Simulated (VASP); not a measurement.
A convergence study with VASP on W (space group Im-3m): a few settings are varied, all else stays as given below, so the limit is that of these other settings.

```
W
1.0
   -1.57210     1.57210     1.57210
    1.57210    -1.57210     1.57210
    1.57210     1.57210    -1.57210
W
1
Direct
  0.00000   0.00000   0.00000
```

These are PBE GGA, VASP's PBE PAW potentials (set 64) (plane waves; VASP 6.6.1) values and carry that method's errors. The last row used: 300 eV cut-off, 22×22×22 Γ-centred mesh, tetrahedra with Blöchl corrections, potentials W_sv.

```tsv
setting	E (eV/atom)	pressure (GPa)	irreducible k-points
6×6×6 mesh	-12.9173	12.74	16
8×8×8 mesh	-12.9251	12.92	29
9×9×9 mesh	?	?	35
12×12×12 mesh	-12.9293	12.56	72
14×14×14 mesh	?	?	104
18×18×18 mesh	-12.9293	12.26	195
22×22×22 mesh	-12.9293	12.18	328
```

Question: Complete the blanks.

Answer: 
- 14×14×14 mesh, E (eV/atom): -12.9270
- 14×14×14 mesh, pressure (GPa): 12.47
- 9×9×9 mesh, E (eV/atom): -12.9283
- 9×9×9 mesh, pressure (GPa): 12.86

Left out are rungs that failed or repeat a setting and relaxations that didn't move; long series are thinned to 24 rows.

The structure is a typed W crystal (space group no. 229). The cell was not relaxed at this level.
